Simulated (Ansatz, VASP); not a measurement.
NaLa2: VASP beside Ansatz

The input INCAR:

```
ALGO     = Normal         # electronic algorithm
EDIFF    = 1E-7           # SCF threshold, eV
ENCUT    = 520            # plane-wave cutoff, eV
GGA      = PE             # functional
ISIF     = 2              # what is computed and relaxed
ISMEAR   = 0              # smearing method
LASPH    = T              # aspherical terms in the spheres
LCHARG   = F              # write CHGCAR
LREAL    = F              # projectors in reciprocal space
LWAVE    = F              # write WAVECAR
NBANDS   = 22             # bands
NELM     = 80             # most SCF steps
PREC     = Accurate       # precision mode
SIGMA    = 0.1            # smearing width, eV
```

File KPOINTS:

```
k-points
0
Gamma
  6 6 6
```

The input POSCAR:

```
NaLa2
1.0
    0.0000000000      3.2284350000      3.2284350000
    3.2284350000      0.0000000000      3.2284350000
    3.2284350000      3.2284350000      0.0000000000
Na La
1 2
Direct
    0.0000000000      0.0000000000      0.0000000000
    0.2500000000      0.2500000000      0.2500000000
    0.7500000000      0.7500000000      0.7500000000
```

Input for Ansatz:

```yaml
crystal:
  lattice:
    - [0.0, 3.228435, 3.228435]
    - [3.228435, 0.0, 3.228435]
    - [3.228435, 3.228435, 0.0]
  atoms:
    - { symbol: Na, position: [0.0, 0.0, 0.0] }
    - { symbol: La, position: [0.25, 0.25, 0.25] }
    - { symbol: La, position: [0.75, 0.75, 0.75] }
basis:
  ecutwfc: 420
kpoints:
  mp_grid: { grid: [6, 6, 6] }
hamiltonian:
  xc: pbe
scf:
  occupations: { method: gaussian, width: 0.1 }
  lower_state_search: "off"
output:
  forces: true
  stress: true
  eigenvalues: true
```

Change from the starting cell: species swapped into the LuH2 type (Fm-3m, No. 225).

Alike in both runs: task single point; functional PBE; k mesh 6 × 6 × 6; occupations gaussian, width 0.1 eV; no spin polarisation.

|  | VASP | Ansatz |
| --- | --- | --- |
| version | VASP 6.6.1 | Ansatz 0.2.0 |
| potentials or method | VASP PAW PBE potentials, release 64 (Na_pv, La) | scalar-relativistic, plane waves, PAW |
| plane-wave cutoff (eV) | 520 | 420 |
| valence electrons in the cell | 29 | 31 |

Ansatz gave:

| Item | Value |
| --- | --- |
| gap on the k mesh at the Fermi level (eV) | none |
| pressure (GPa) | 26.2 |

**Question.** What did VASP give for the same quantities?

**Answer.** gap on the k mesh at the Fermi level (eV): none; pressure (GPa): 26.4.

A gap of «none» marks a metal or a gap that the smearing closes. The two sets of potentials don't hold the same shells in valence.

Caveats: so large a pressure means that the cell lies far from this level's equilibrium, or that cutoff or potentials fall short (VASP). Spin-orbit coupling is left out, which matters for the levels of La.
